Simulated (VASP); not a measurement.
The input files of a VASP run:

**KPOINTS**
```
kpoints
0
G
  6 6 6
0 0 0
```

**POSCAR**
```
KCl
1
    0.0000000000     3.2226173968     3.2226173968
    3.2226173968     0.0000000000     3.2226173968
    3.2226173968     3.2226173968     0.0000000000
K Cl
1 1
Direct
  0.0000000000   0.0000000000   0.0000000000
  0.5000000000   0.5000000000   0.5000000000
```

### INCAR
```
LCHARG=F
LWAVE=F
NELM=60
LASPH=T   ! aspherical one-centre terms
AEXX=0.25
EDIFF=1E-6   ! SCF stop (eV)
ISIF=2   ! forces and stress, cell fixed
PREC=Accurate
SIGMA=0.05
ISYM=3
ISMEAR=0   ! Gaussian
GGA=PE
LREAL=F
HFRCUT=-1
PRECFOCK=Fast
LHFCALC=T
ENCUT=520
SYSTEM=KCl
ALGO=Normal   ! blocked Davidson
```

POTCAR, in this order: K_sv Cl (PBE.64 set). Program: vasp_std. Read from the step before: WAVECAR.

Problem. Translate this PBE0 calculation to Ansatz.

Solution. One equivalent input (not run):
Ansatz 0.2 input:
```yaml
crystal:
  lattice:
    - [0.0000000, 3.2226174, 3.2226174]
    - [3.2226174, 0.0000000, 3.2226174]
    - [3.2226174, 3.2226174, 0.0000000]
  atoms:
    - { symbol: K, position: [0.0000000, 0.0000000, 0.0000000] }
    - { symbol: Cl, position: [0.5000000, 0.5000000, 0.5000000] }
kpoints:
  mp_grid: { grid: [6, 6, 6] }
hamiltonian:
  xc: pbe0
  pseudopotentials: { kind: paw }
scf:
  occupations: { method: gaussian, width: 0.05 }
  max_iter: 60
output: { forces: true, stress: true, eigenvalues: true }
```
What does not carry over: each code has its own PAW files, so the cut-off isn't converted (ENCUT is set for VASP's; basis.ecutwfc is left out, and Ansatz then takes the one that its files recommend); Ansatz stops its SCF on the density residual and VASP on the energy change (EDIFF).

The compound is KCl in the rock salt structure. This cell is one point of a volume scan, at 1.03 of the reference volume.
